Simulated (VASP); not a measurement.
# Ta2SiN2 (P1) in VASP: relaxation of cell and atoms with PBE

Aim: the relaxation of cell and atoms of Ta2SiN2 with PBE.

All numbers are computed with VASP 6.6.1; they aren't measurements. Logs are shortened: lines on timing, memory, paths and dates and some standing lists are left out, and cuts for length are marked.

### Step 1. The structure

The typed cell holds 10 atoms: a = 3.530 Å, b = 3.512 Å, c = 12.805 Å, α = 90.26°, β = 87.26°, γ = 118.76°.

The cell was built by a generator and needn't be a form met in nature.

### Step 2. Relaxation of cell and atoms, PBE

INCAR reads:

```
PREC = Normal
ENCUT = 520
EDIFF = 1E-5
ISMEAR = 0
SIGMA = 0.15
LREAL = Auto
LASPH = T
NELM = 80
ALGO = Fast
ISIF = 3
LWAVE = F
LCHARG = F
GGA = PE
IBRION = 2
NSW = 110
EDIFFG = -0.03
ISYM = 0
KPAR = 4
```

KPOINTS reads:

```
regular mesh
0
Gamma
  7 7 2
```

POSCAR reads:

```
Ta2SiN2
1.0
    3.5285964300      0.0428335400      0.0836166300
   -1.7272037900      3.0582163300     -0.0084807900
    0.3066557500      0.1411338300     12.8007976000
Ta Si N
4 2 4
Direct
    0.6507642900      0.3225131200      0.1026500900
    0.3303367000      0.6703057300      0.8900359900
    0.3317348500      0.6636946200      0.6086330300
    0.6543275800      0.3393344900      0.3882938800
    0.9810580800      0.9939760000      0.2479596400
    0.0068011700      0.0035163700      0.7422407600
    0.6646237500      0.3402803800      0.9345592300
    0.3460747000      0.6701498700      0.0689842700
    0.3323067400      0.6632823400      0.4308627000
    0.6775920800      0.3266101900      0.5665944900
```

Potentials or basis: VASP PAW PBE potentials, release 64 (Ta_pv, Si, N).

Command:

```sh
> cat potpaw_PBE.64/Ta_pv/POTCAR potpaw_PBE.64/Si/POTCAR potpaw_PBE.64/N/POTCAR > POTCAR
> mpirun -np 4 vasp_std > vasp.out
```

OUTCAR:

```text
PREC = Normal
   ENCUT = 520
   EDIFF = 1E-5
   ISMEAR = 0
   LREAL = Auto
   LASPH = T
   NELM = 80
   ISIF = 3
   GGA = PE
   IBRION = 2
   NSW = 110
   EDIFFG = -0.03
   ISYM = 0

 ion  position               nearest neighbor table
   1  0.651  0.323  0.103-   8 2.04   8 2.06   7 2.15   8 2.17   5 2.71   5 2.77   5 2.81   2 3.35
                             2 3.42   2 3.44
   2  0.330  0.670  0.890-   7 2.11   7 2.11   7 2.15   8 2.29   6 2.75   6 2.79   6 2.82   1 3.35
                             1 3.42   1 3.44   3 3.60
   3  0.332  0.664  0.609-  10 2.10  10 2.12  10 2.12   9 2.28   6 2.60   6 2.63   6 2.77   4 3.39
                             4 3.47   4 3.60   2 3.60
   4  0.654  0.339  0.388-   9 2.02   9 2.14   9 2.19  10 2.29   5 2.67   5 2.68   5 2.82   3 3.39
                             3 3.47   3 3.60
   5  0.981  0.994  0.248-   4 2.67   4 2.68   1 2.71   1 2.77   1 2.81   4 2.82
   6  0.007  0.004  0.742-   3 2.60   3 2.63   2 2.75   3 2.77   2 2.79   2 2.82
   7  0.665  0.340  0.935-   2 2.11   2 2.11   1 2.15   2 2.15
   8  0.346  0.670  0.069-   1 2.04   1 2.06   1 2.17   2 2.29
   9  0.332  0.663  0.431-   4 2.02   4 2.14   4 2.19   3 2.28
  10  0.678  0.327  0.567-   3 2.10   3 2.12   3 2.12   4 2.29

IMPORTANT INFORMATION: All symmetrisations will be switched off!
NOSYMM: (Re-)initialisation of all symmetry stuff for point group C_1.

----------------------------------------------------------------------------------------

                                     Primitive cell

  volume of cell :     138.9885

  direct lattice vectors                    reciprocal lattice vectors
     3.528596430  0.042833540  0.083616630     0.281669477  0.159056272 -0.008501329
    -1.727203790  3.058216330 -0.008480790    -0.003860050  0.324798253 -0.003488557
     0.306655750  0.141133830 12.800797600    -0.001842462 -0.000823793  0.078173353

  length of vectors
     3.529846912  3.512263085 12.805247975     0.323587491  0.324839923  0.078199401

  position of ions in fractional coordinates (direct lattice)
     0.650764290  0.322513120  0.102650090
     0.330336700  0.670305730  0.890035990
     0.331734850  0.663694620  0.608633030
     0.654327580  0.339334490  0.388293880
     0.981058080  0.993976000  0.247959640
     0.006801170  0.003516370  0.742240760
     0.664623750  0.340280380  0.934559230
     0.346074700  0.670149870  0.068984270
     0.332306740  0.663282340  0.430862700
     0.677592080  0.326610190  0.566594490

  ion indices of the primitive-cell ions
   primitive index   ion index
                 1           1
                 2           2
                 3           3
                 4           4
                 5           5
                 6           6
                 7           7
                 8           8
                 9           9
                10          10

----------------------------------------------------------------------------------------

 KPOINTS: regular mesh

Automatic generation of k-mesh.
 Grid dimensions read from file:
 generate k-points for:    7    7    2

 Generating k-lattice:

  Cartesian coordinates                     Fractional coordinates (reciprocal lattice)
     0.040238497  0.022722325 -0.001214476     0.142857143 -0.000000000 -0.000000000
    -0.000551436  0.046399750 -0.000498365     0.000000000  0.142857143  0.000000000
    -0.000921231 -0.000411896  0.039086676    -0.000000000  0.000000000  0.500000000

  Length of vectors
     0.046226784  0.046405703  0.039099701

  Shift w.r.t. Gamma in fractional coordinates (k-lattice)
     0.000000000  0.000000000  0.000000000

 Subroutine IBZKPT returns following result:
 ===========================================

 Found     50 irreducible k-points:

 Following reciprocal coordinates:
            Coordinates               Weight
  0.000000  0.000000  0.000000      1.000000
  0.142857 -0.000000 -0.000000      2.000000
  0.285714  0.000000 -0.000000      2.000000
  0.428571 -0.000000  0.000000      2.000000
  0.000000  0.142857 -0.000000      2.000000
  0.142857  0.142857  0.000000      2.000000
[... 16 lines left out ...]
 -0.428571  0.428571  0.000000      2.000000
 -0.285714  0.428571  0.000000      2.000000
 [... further k-points ...]
   k-points           NKPTS =     50   k-points in BZ     NKDIM =     50   number of bands    NBANDS=     43
   number of dos      NEDOS =    301   number of ions     NIONS =     10
   total plane-waves  NPLWV =  28800
   dimension x,y,z NGX =    20 NGY =   20 NGZ =   72
   dimension x,y,z NGXF=    40 NGYF=   40 NGZF=  144
   ions per type =               4   2   4
   NGX,Y,Z   is equivalent  to a cutoff of   9.42,  9.47,  9.35 a.u.
   NGXF,Y,Z  is equivalent  to a cutoff of  18.84, 18.93, 18.70 a.u.
 SYSTEM =  unknown system
   PREC   = normal    normal or accurate (medium, high low for compatibility)
   ISTART =      0    job   : 0-new  1-cont  2-samecut
   ICHARG =      2    charge: 1-file 2-atom 10-const
   ISPIN  =      1    spin polarized calculation?
   LNONCOLLINEAR =      F non collinear calculations
   LSORBIT =      F    spin-orbit coupling
   LASPH  =      T    aspherical Exc in radial PAW
   ENCUT  =  520.0 eV  38.22 Ry    6.18 a.u.   6.56  6.53 23.81*2*pi/ulx,y,z
   NELM   =     80;   NELMIN=  2; NELMDL= -5     # of ELM steps
   EDIFF  = 0.1E-04   stopping-criterion for ELM
   LREAL  =      T    real-space projection
   EDIFFG = -.3E-01   stopping-criterion for IOM
   NSW    =    110    number of steps for IOM
   IBRION =      2    ionic relax: 0-MD 1-quasi-New 2-CG
   NFREE  =      1    steps in history (QN), initial steepest desc. (CG)
   ISIF   =      3    stress and relaxation
   ISYM   =      0    0-nonsym 1-usesym 2-fastsym
   POTIM  = 0.5000    time-step for ionic-motion
   TEBEG  =    0.0;   TEEND  =   0.0 temperature during run
   PSTRESS=    0.0 pullay stress
   NELECT =      72.0000    total number of electrons
   NUPDOWN=      -1.0000    fix difference up-down
   EMIN   =  10.00;   EMAX   =-10.00  energy-range for DOS
   EFERMI =   0.00;   METHOD = LEGACY
   ISMEAR =     0;   SIGMA  =   0.15  broadening in eV -4-tet -1-fermi 0-gaus
   EFERMI_NEDOS =   21; number of points for ismear=-14 and -15
   IALGO  =     68    algorithm
   IMIX   =      4    mixing-type and parameters
     AMIX     =   0.40;   BMIX     =  1.00
     AMIX_MAG =   1.60;   BMIX_MAG =  1.00
  volume/ion in A,a.u.               =      13.90        93.79
  Fermi-wavevector in a.u.,A,eV,Ry     =   1.314799  2.484610 23.520349  1.728697
  Thomas-Fermi vector in A             =   2.445027
   LORBIT       =      0    0 simple, 1 ext, 2 COOP (PROOUT), +10 PAW based schemes
   GGA     = PE    functional components
   LHFCALC =     F    Hartree Fock is set to
   AEXX    =    0.0000 exact exchange contribution
   IVDW    =     0    specifies the selected vdW correction
   LEPSILON=     F    determine dielectric tensor
   LRPA    =     F    only Hartree local field effects (RPA)
 conjugate gradient relaxation of ions
 non-spin polarized calculation
 RMM-DIIS sequential band-by-band and
 Gauss-broadening in eV      SIGMA  =   0.15
  energy-cutoff  :      520.00
  volume of cell :      138.99
 maximum number of plane-waves:      3788
   NGX = 13   NGY = 13   NGZ = 47

--------------------------------------- Ionic step        1  -------------------------------------------

 number of electron      72.0000012 magnetization

 Free energy of the ion-electron system (eV)
  ---------------------------------------------------
  ext. energy  EPLUGINS =         0.00000000
  ---------------------------------------------------
  free energy    TOTEN  =       -96.92510529 eV

  energy without entropy =      -96.89255405  energy(sigma->0) =      -96.90882967

------------------------ aborting loop because EDIFF is reached ----------------------------------------

  FORCE on cell =-STRESS in cart. coord.  units (eV):
  Direction    XX          YY          ZZ          XY          YZ          ZX
  --------------------------------------------------------------------------------------
  -------------------------------------------------------------------------------------
  Total       -5.8184095     -6.8019823     -4.5921847     -3.0565301     -2.1080379     -4.7429330
  in kB      -67.0712101    -78.4092603    -52.9360100    -35.2338845    -24.3002242    -54.6737477
  external PRESSURE =     -66.1388268 kB  Pullay stress =       0.0000000 kB
[... 113 lines left out ...]
  FREE ENERGIE OF THE ION-ELECTRON SYSTEM (eV)
  ---------------------------------------------------
  free  energy   TOTEN  =       -97.3350375831 eV

  energy  without entropy=      -97.3036458124  energy(sigma->0) =      -97.31934170

[... ionic steps 4 to 12 ...]

--------------------------------------- Ionic step       13  -------------------------------------------

 number of electron      71.9999998 magnetization

------------------------ aborting loop because EDIFF is reached ----------------------------------------

  FORCE on cell =-STRESS in cart. coord.  units (eV):
  Direction    XX          YY          ZZ          XY          YZ          ZX
  --------------------------------------------------------------------------------------
  -------------------------------------------------------------------------------------
  Total        0.0601118      0.0278804     -0.0984029     -0.0353775     -0.0387305     -0.0417723
  in kB        0.7163461      0.3322475     -1.1726561     -0.4215904     -0.4615476     -0.4977960
  external PRESSURE =      -0.0413542 kB  Pullay stress =       0.0000000 kB
[... 73 lines left out ...]
  energy  without entropy=      -97.4314334456  energy(sigma->0) =      -97.44457340

--------------------------------------- Ionic step       15  -------------------------------------------

 number of electron      72.0000000 magnetization

 Free energy of the ion-electron system (eV)
  ---------------------------------------------------
  ext. energy  EPLUGINS =         0.00000000
  ---------------------------------------------------
  free energy    TOTEN  =       -97.45787216 eV

  energy without entropy =      -97.43149983  energy(sigma->0) =      -97.44468599

 E-fermi :   6.9798     XC(G=0): -11.8501

 val. band max:        6.9283981760   @ k =   0.2857   0.4286   0.5000
 cond. band min:       7.0391291810   @ k =   0.0000   0.0000   0.0000
 fundamental gap:      0.1107310050
 Fermi energy:         6.9798065005

 k-point     1 :       0.0000    0.0000    0.0000
  band No.  band energies     occupation
      1     -28.6551      2.00000
      2     -28.6203      2.00000
      3     -28.5568      2.00000
      4     -28.5565      2.00000
      5     -28.5534      2.00000
      6     -28.5528      2.00000
[... 1093 lines left out ...]
     42       8.7056      0.00000
     43      10.0418      0.00000

 [... further k-points ...]
[... 5 lines left out ...]
  --------------------------------------------------------------------------------------
  -------------------------------------------------------------------------------------
  Total       -0.1080423     -0.0642578     -0.1318580     -0.0073087      0.0081530      0.0275921
  in kB       -1.2868940     -0.7653754     -1.5705631     -0.0870536      0.0971108      0.3286505
  external PRESSURE =      -1.2076108 kB  Pullay stress =       0.0000000 kB
[... 25 lines left out ...]
  FREE ENERGIE OF THE ION-ELECTRON SYSTEM (eV)
  ---------------------------------------------------
  free  energy   TOTEN  =       -97.4578721568 eV

  energy  without entropy=      -97.4314998302  energy(sigma->0) =      -97.44468599

 reached required accuracy - stopping structural energy minimisation
```

Wall time 7.9 min (4 MPI ranks of AMD EPYC 7R13 (Zen 3), shared host); peak memory 0.28 GiB.

What came out:

- Free energy: -97.4579 eV
- Relaxed volume: 13.45 Å³/atom
- Relaxed cell: a = 3.486 Å, b = 3.483 Å, c = 12.789 Å, α = 90.00°, β = 90.01°, γ = 119.96°
- Space group after relaxing (to 0.05 Å): P6_3/mmc (No. 194)
- Energy gained by relaxing: 53.3 meV/atom
- Ionic steps: 15
- Pressure after relaxing: -0.1 GPa
- Largest force after relaxing: 0.029 eV/Å
- Band gap on the k mesh: none (metal or under the smearing width)

Forces in eV/Å, atoms in the order of the input:
```
Ta   0.012  0.004  0.013
Ta   0.004 -0.003  0.005
Ta   0.005 -0.001 -0.016
Ta   0.011  0.005 -0.004
Si   0.006  0.000 -0.001
Si  -0.012  0.000  0.001
N   -0.013 -0.005 -0.017
N    0.015 -0.004 -0.003
N   -0.005  0.002  0.004
N   -0.023  0.002  0.017
```

The path:
```tsv
step	energy change (eV)	largest force (eV/Å)	pressure (GPa)	volume (Å³)
1	0.0000	1.5488	-6.61	138.99
2	-0.1960	0.9649	13.60	127.64
3	-0.4099	0.7822	3.99	132.18
4	-0.4894	0.3962	-2.26	135.72
5	-0.5074	0.4456	-0.48	134.62
6	-0.5236	0.1556	0.11	134.30
7	-0.5242	0.1885	0.27	134.23
8	-0.5293	0.1204	-0.23	134.53
9	-0.5299	0.1177	-0.41	134.66
10	-0.5311	0.0596	0.56	134.14
11	-0.5313	0.0721	0.26	134.28
12	-0.5321	0.0486	0.06	134.42
13	-0.5322	0.0582	0.00	134.45
14	-0.5326	0.0306	-0.06	134.48
15	-0.5328	0.0290	-0.12	134.51
```

Final structure:
```xyz
10
Lattice="3.4855 0.0019 -0.0005 -1.7412 3.0165 0.0000 -0.0006 -0.0005 12.7893" Properties=species:S:1:pos:R:3 pbc="T T T"
Ta    1.7293    1.0045    1.3414
Ta   -0.0042    2.0117   11.3986
Ta   -0.0010    2.0092    7.7352
Ta    1.7305    1.0021    5.0041
Si    1.7317    3.0151    3.1736
Si    1.7429    3.0175    9.5656
N     1.7388    1.0071   11.9331
N    -0.0123    2.0101    0.8084
N    -0.0094    2.0073    5.5369
N     1.7424    1.0043    7.2008
```

The run has no spin-orbit coupling, so splittings on Ta are missing.
